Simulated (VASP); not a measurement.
A VASP calculation is set up with these files.

POSCAR:
```
CaS
1
    3.3648996854     0.0000000000     0.0000000000
    0.0000000000     3.3648996854     0.0000000000
    0.0000000000     0.0000000000     3.3648996854
Ca S
1 1
Direct
  0.0000000000   0.0000000000   0.0000000000
  0.5000000000   0.5000000000   0.5000000000
```

### INCAR
```
# general
SYSTEM  = CaS
PREC    = Accurate
ENCUT   = 500
LREAL   = F
LASPH   = T

# electronic loop
EDIFF   = 1E-6   # SCF stop (eV)
NELM    = 100
ALGO    = Normal   # blocked Davidson

# smearing
ISMEAR  = 0   # Gaussian
SIGMA   = 0.05

# functional
GGA     = PS   # PBEsol

# ions
IBRION  = 2   # conjugate gradients
NSW     = 40   # most ionic steps
ISIF    = 3
EDIFFG  = -0.02
PSTRESS = 100   # kbar

# output
LWAVE   = F
LCHARG  = F
```

**KPOINTS**
```
K-points
0
G
 8 8 8
0 0 0
```

POTCAR, in this order: Ca_sv S (PBE.64 set). Program: vasp_std.

Question: Translate this PBEsol calculation to Quantum ESPRESSO's pw.x.

Answer: One equivalent input (not run):
```
&CONTROL
  calculation = 'vc-relax'
  pseudo_dir = './pseudo'
  outdir = './out'
  tprnfor = .true.
  tstress = .true.
  nstep = 40
  forc_conv_thr = 0.00078
/
&SYSTEM
  ibrav = 0
  nat = 2
  ntyp = 2
  ecutwfc = 68
  occupations = 'smearing'
  smearing = 'gaussian'
  degauss = 0.003675
  input_dft = 'pbesol'
/
&ELECTRONS
  conv_thr = 7.3e-08
  electron_maxstep = 100
/
&IONS
/
&CELL
  press = 100
/
ATOMIC_SPECIES
  Ca 40.078 Ca.upf
  S 32.060 S.upf
CELL_PARAMETERS angstrom
     3.3648997    0.0000000    0.0000000
     0.0000000    3.3648997    0.0000000
     0.0000000    0.0000000    3.3648997
ATOMIC_POSITIONS crystal
  Ca   0.0000000  0.0000000  0.0000000
  S    0.5000000  0.5000000  0.5000000
K_POINTS automatic
  8 8 8 0 0 0
```
The two are equivalent in intent, not identical: the potentials are each code's own (VASP's PAW set, PseudoDojo norm-conserving files in pw.x), so ENCUT and ecutwfc are chosen apart and not converted; conv_thr bounds pw.x's estimated SCF error, while EDIFF bounds the energy change between steps; forc_conv_thr acts on force components and is met together with etot_conv_thr.

The structure was generated: CaS was put into the CsCl type type (Pm-3m), which need not be its known phase. This run relaxes it under an external pressure of 10 GPa. Symmetry was kept, so distortions that lower it aren't found.
